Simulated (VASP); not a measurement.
# Nb3B5 (P-62m) in VASP: band structure with PBE

Aim: the band structure of Nb3B5 with PBE.

Program: VASP 6.6.1. These are calculated values, not measurements. Logs are shortened: lines on timing, memory, paths and dates and some standing lists are left out, and cuts for length are marked.

## (1) Starting point

The structure is hexagonal, space group P-62m (No. 189). The conventional cell has a = 5.406 Å, b = 5.406 Å, c = 3.213 Å, α = 90.00°, β = 90.00°, γ = 120.00°. Nb (site symmetry m2m) has 10 B at 2.40 to 2.43 Å as nearest neighbours. Around B (site symmetry -6) lie 3 B at 1.77 Å. B (site symmetry m2m) has 2 B at 1.77 Å as nearest neighbours.

The cell was built by a generator and needn't be a form met in nature.

## (2) Band structure, PBE

INCAR

```
PREC = Accurate
ENCUT = 520
EDIFF = 1E-6
ISMEAR = 0
SIGMA = 0.1
LREAL = F
LASPH = T
NELM = 100
ALGO = Fast
ISIF = 2
LWAVE = F
LCHARG = F
LMAXMIX = 4
GGA = PE
NBANDS = 37
```

KPOINTS

```
regular mesh
0
Gamma
  6 6 10
```

POSCAR

```
Nb3B5
1.0
    5.4058260000      0.0000000000      0.0000000000
   -2.7029130000      4.6815830000      0.0000000000
    0.0000000000      0.0000000000      3.2134200000
Nb B
3 5
Direct
    0.0000000000      0.6753220000      0.0000000000
    0.3246780000      0.3246780000      0.0000000000
    0.6753220000      0.0000000000      0.0000000000
    0.6666670000      0.3333330000      0.5000000000
    0.3333330000      0.6666670000      0.5000000000
    0.0000000000      0.3447180000      0.5000000000
    0.3447180000      0.0000000000      0.5000000000
    0.6552820000      0.6552820000      0.5000000000
```

KPOINTS_OPT

```
path GMKGALHA,LM,KH
10
line-mode
reciprocal
 0.0000000000  0.0000000000  0.0000000000  G
 0.5000000000  0.0000000000  0.0000000000  M

 0.5000000000  0.0000000000  0.0000000000  M
 0.3333333333  0.3333333333  0.0000000000  K

 0.3333333333  0.3333333333  0.0000000000  K
 0.0000000000  0.0000000000  0.0000000000  G

 0.0000000000  0.0000000000  0.0000000000  G
 0.0000000000  0.0000000000  0.5000000000  A

 0.0000000000  0.0000000000  0.5000000000  A
 0.5000000000  0.0000000000  0.5000000000  L

 0.5000000000  0.0000000000  0.5000000000  L
 0.3333333333  0.3333333333  0.5000000000  H

 0.3333333333  0.3333333333  0.5000000000  H
 0.0000000000  0.0000000000  0.5000000000  A

 0.5000000000  0.0000000000  0.5000000000  L
 0.5000000000  0.0000000000  0.0000000000  M

 0.3333333333  0.3333333333  0.0000000000  K
 0.3333333333  0.3333333333  0.5000000000  H
```

Potentials or basis: VASP PAW PBE potentials, release 64 (Nb_sv, B).

Command:

```sh
cat potpaw_PBE.64/Nb_sv/POTCAR potpaw_PBE.64/B/POTCAR > POTCAR
mpirun -np 1 vasp_std > vasp.out
```

OUTCAR:

```text
PREC = Accurate
   ENCUT = 520
   EDIFF = 1E-6
   ISMEAR = 0
   LREAL = F
   LASPH = T
   NELM = 100
   ISIF = 2
   GGA = PE

 ion  position               nearest neighbor table
   1  0.000  0.675  0.000-   6 2.40   6 2.40   8 2.42   8 2.42   7 2.42   7 2.42   5 2.43   5 2.43
                             4 2.43   4 2.43   3 3.04   2 3.04
   2  0.325  0.325  0.000-   8 2.40   8 2.40   6 2.42   6 2.42   7 2.42   7 2.42   4 2.43   4 2.43
                             5 2.43   5 2.43   3 3.04   1 3.04
   3  0.675  0.000  0.000-   7 2.40   7 2.40   8 2.42   6 2.42   6 2.42   8 2.42   4 2.43   4 2.43
                             5 2.43   5 2.43   2 3.04   1 3.04
   4  0.667  0.333  0.500-   6 1.77   7 1.77   8 1.77   3 2.43   3 2.43   1 2.43   1 2.43   2 2.43
                             2 2.43
   5  0.333  0.667  0.500-   7 1.77   6 1.77   8 1.77   1 2.43   1 2.43   3 2.43   3 2.43   2 2.43
                             2 2.43
   6  0.000  0.345  0.500-   4 1.77   5 1.77   1 2.40   1 2.40   2 2.42   2 2.42   3 2.42   3 2.42

   7  0.345  0.000  0.500-   5 1.77   4 1.77   3 2.40   3 2.40   1 2.42   1 2.42   2 2.42   2 2.42

   8  0.655  0.655  0.500-   5 1.77   4 1.77   2 2.40   2 2.40   1 2.42   1 2.42   3 2.42   3 2.42

  LATTYP: Found a hexagonal cell.
 ALAT       =     5.4058260000
 C/A-ratio  =     0.5944364469

  Lattice vectors:

 A1 = (   5.4058260000,   0.0000000000,   0.0000000000)
 A2 = (  -2.7029130000,   4.6815830000,   0.0000000000)
 A3 = (   0.0000000000,   0.0000000000,   3.2134200000)

Analysis of symmetry for initial positions (statically):
=====================================================================
 Subroutine PRICEL returns:
 Original cell was already a primitive cell.

 Routine SETGRP: Setting up the symmetry group for a
 hexagonal supercell.

 Subroutine GETGRP returns: Found 12 space group operations
 (whereof 12 operations were pure point group operations)
 out of a pool of 24 trial point group operations.

The static configuration has the point symmetry D_3h.

Analysis of symmetry for dynamics (positions and initial velocities):
=====================================================================
 Subroutine PRICEL returns:
 Original cell was already a primitive cell.

 Routine SETGRP: Setting up the symmetry group for a
 hexagonal supercell.

 Subroutine GETGRP returns: Found 12 space group operations
 (whereof 12 operations were pure point group operations)
 out of a pool of 24 trial point group operations.

The dynamic configuration has the point symmetry D_3h.

[... 118 lines left out ...]
   POTIM  = 0.5000    time-step for ionic-motion
   TEBEG  =    0.0;   TEEND  =   0.0 temperature during run
   PSTRESS=    0.0 pullay stress
   NELECT =      54.0000    total number of electrons
   NUPDOWN=      -1.0000    fix difference up-down
   EMIN   =  10.00;   EMAX   =-10.00  energy-range for DOS
   EFERMI =   0.00;   METHOD = LEGACY
   ISMEAR =     0;   SIGMA  =   0.10  broadening in eV -4-tet -1-fermi 0-gaus
   EFERMI_NEDOS =   21; number of points for ismear=-14 and -15
   IALGO  =     68    algorithm
   IMIX   =      4    mixing-type and parameters
     AMIX     =   0.40;   BMIX     =  1.00
     AMIX_MAG =   1.60;   BMIX_MAG =  1.00
  volume/ion in A,a.u.               =      10.17        68.60
  Fermi-wavevector in a.u.,A,eV,Ry     =   1.428232  2.698966 27.753785  2.039846
  Thomas-Fermi vector in A             =   2.548316
   LORBIT       =      0    0 simple, 1 ext, 2 COOP (PROOUT), +10 PAW based schemes
   GGA     = PE    functional components
   LHFCALC =     F    Hartree Fock is set to
   AEXX    =    0.0000 exact exchange contribution
   IVDW    =     0    specifies the selected vdW correction
   LEPSILON=     F    determine dielectric tensor
   LRPA    =     F    only Hartree local field effects (RPA)
 non-spin polarized calculation
 RMM-DIIS sequential band-by-band and
 Gauss-broadening in eV      SIGMA  =   0.10
  energy-cutoff  :      520.00
  volume of cell :       81.32
 maximum number of plane-waves:      2217
   NGX = 21   NGY = 21   NGZ = 11

 number of electron      54.0000006 magnetization

 Free energy of the ion-electron system (eV)
  ---------------------------------------------------
  ext. energy  EPLUGINS =         0.00000000
  ---------------------------------------------------
  free energy    TOTEN  =       -69.88658324 eV

  energy without entropy =      -69.87705714  energy(sigma->0) =      -69.88182019

 E-fermi :  10.8998     XC(G=0): -12.7949

 val. band max:       10.8928694686   @ k =   0.3333  -0.0000   0.0000
 cond. band min:      10.9065993438   @ k =   0.5000  -0.0000   0.5000
 fundamental gap:      0.0137298752
 Fermi energy:        10.8998485896

 k-point     1 :       0.0000    0.0000    0.0000
  band No.  band energies     occupation
      1     -44.0644      2.00000
      2     -43.9724      2.00000
      3     -43.9724      2.00000
      4     -20.3499      2.00000
      5     -20.3230      2.00000
      6     -20.3230      2.00000
[... 949 lines left out ...]
     36      15.7061      0.00000
     37      16.2656      0.00000

 [... further k-points ...]

------------------------ aborting loop because EDIFF is reached ----------------------------------------

  FORCE on cell =-STRESS in cart. coord.  units (eV):
  Direction    XX          YY          ZZ          XY          YZ          ZX
  --------------------------------------------------------------------------------------
  -------------------------------------------------------------------------------------
  Total       -0.0036071     -0.0036071     -0.0042583      0.0000000     -0.0000000      0.0000000
  in kB       -0.0710625     -0.0710625     -0.0838922      0.0000000     -0.0000000      0.0000000
  external PRESSURE =      -0.0753391 kB  Pullay stress =       0.0000000 kB

 VOLUME and BASIS-vectors are now :
 -----------------------------------------------------------------------------
  energy-cutoff  :      520.00
  volume of cell :       81.32
      direct lattice vectors                 reciprocal lattice vectors
     5.405826000  0.000000000  0.000000000     0.184985606  0.106801481  0.000000000
    -2.702913000  4.681583000  0.000000000     0.000000000  0.213602963  0.000000000
     0.000000000  0.000000000  3.213420000     0.000000000  0.000000000  0.311194926

 POSITION                                       TOTAL-FORCE (eV/Angst)
 -----------------------------------------------------------------------------------
     -1.82534      3.16158      0.00000        -0.000047      0.000081      0.000000
      0.87758      1.52001      0.00000        -0.000047     -0.000081     -0.000000
      3.65067      0.00000      0.00000         0.000094     -0.000000      0.000000
      2.70292      1.56053      1.60671        -0.000000     -0.000000      0.000000
     -0.00000      3.12106      1.60671        -0.000000     -0.000000      0.000000
     -0.93174      1.61383      1.60671        -0.001567      0.002714      0.000000
      1.86349      0.00000      1.60671         0.003134     -0.000000     -0.000000
      1.77117      3.06776      1.60671        -0.001567     -0.002714     -0.000000
 -----------------------------------------------------------------------------------
    total drift:                               -0.000000      0.000000     -0.000000

  FREE ENERGIE OF THE ION-ELECTRON SYSTEM (eV)
  ---------------------------------------------------
  free  energy   TOTEN  =       -69.8865832403 eV

  energy  without entropy=      -69.8770571402  energy(sigma->0) =      -69.88182019
```

stdout:

```text
POSCAR found type information on POSCAR NbB
 POSCAR found :  2 types and       8 ions
 scaLAPACK will be used
 LDA part: xc-table for (Slater+PW92), standard interpolation
 POSCAR, INCAR and KPOINTS ok, starting setup
 FFT: planning ... GRIDC
 FFT: planning ... GRID_SOFT
 FFT: planning ... GRID
 WAVECAR not read
 entering main loop
WARNING in EDDRMM: call to ZHEGV failed, returncode =   6  3     25
WARNING in EDDRMM: call to ZHEGV failed, returncode =   8  4     27
WARNING in EDDRMM: call to ZHEGV failed, returncode =   8  4     17
 Start KPOINTS_OPT (optional k-point list driver)
k-point batch [1-42\90]
k-point batch [43-84\90]
k-point batch [85-90\90]
```

Run time: 4.5 min. Hardware: 1 thread of Intel Xeon 6975P-C (Granite Rapids), shared host; peak memory 0.31 GiB.

Results:

```yaml
Free_energy: -69.8866 eV
Pressure: 0.0 GPa
Largest_force: 0.003 eV/Å
Band_gap_along_the_path: none (metal or under the smearing width)
```

Forces in eV/Å, atoms in the order of the input:
```
Nb   0.000  0.000  0.000
Nb   0.000  0.000  0.000
Nb   0.000  0.000  0.000
B    0.000  0.000  0.000
B    0.000  0.000  0.000
B   -0.002  0.003  0.000
B    0.003  0.000  0.000
B   -0.002 -0.003  0.000
```

Levels at the corners of the path, in eV from the Fermi level:
| point | band 24 | band 25 | band 26 | band 27 | band 28 | band 29 | band 30 | band 31 |
| --- | --- | --- | --- | --- | --- | --- | --- | --- |
| Γ | -2.37 | -2.30 | -2.30 | 1.21 | 1.23 | 1.23 | 1.27 | 1.31 |
| M | -2.01 | -1.60 | -1.30 | -0.85 | 0.95 | 1.41 | 1.59 | 2.17 |
| M | -2.01 | -1.60 | -1.30 | -0.85 | 0.95 | 1.41 | 1.59 | 2.17 |
| K | -2.29 | -1.73 | -0.82 | -0.82 | 1.54 | 1.81 | 1.81 | 2.43 |
| K | -2.29 | -1.73 | -0.82 | -0.82 | 1.54 | 1.81 | 1.81 | 2.43 |
| Γ | -2.37 | -2.30 | -2.30 | 1.21 | 1.23 | 1.23 | 1.27 | 1.31 |
| Γ | -2.37 | -2.30 | -2.30 | 1.21 | 1.23 | 1.23 | 1.27 | 1.31 |
| A | -0.73 | -0.72 | -0.72 | -0.13 | -0.13 | 1.73 | 1.73 | 2.59 |
| A | -0.73 | -0.72 | -0.72 | -0.13 | -0.13 | 1.73 | 1.73 | 2.59 |
| L | -2.47 | -2.13 | -1.82 | 0.01 | 1.79 | 2.11 | 3.16 | 3.40 |
| L | -2.47 | -2.13 | -1.82 | 0.01 | 1.79 | 2.11 | 3.16 | 3.40 |
| H | -2.67 | -2.21 | -2.21 | -0.09 | 2.31 | 2.31 | 2.49 | 3.28 |
| H | -2.67 | -2.21 | -2.21 | -0.09 | 2.31 | 2.31 | 2.49 | 3.28 |
| A | -0.73 | -0.72 | -0.72 | -0.13 | -0.13 | 1.73 | 1.73 | 2.59 |
| L | -2.47 | -2.13 | -1.82 | 0.01 | 1.79 | 2.11 | 3.16 | 3.40 |
| M | -2.01 | -1.60 | -1.30 | -0.85 | 0.95 | 1.41 | 1.59 | 2.17 |
| K | -2.29 | -1.73 | -0.82 | -0.82 | 1.54 | 1.81 | 1.81 | 2.43 |
| H | -2.67 | -2.21 | -2.21 | -0.09 | 2.31 | 2.31 | 2.49 | 3.28 |
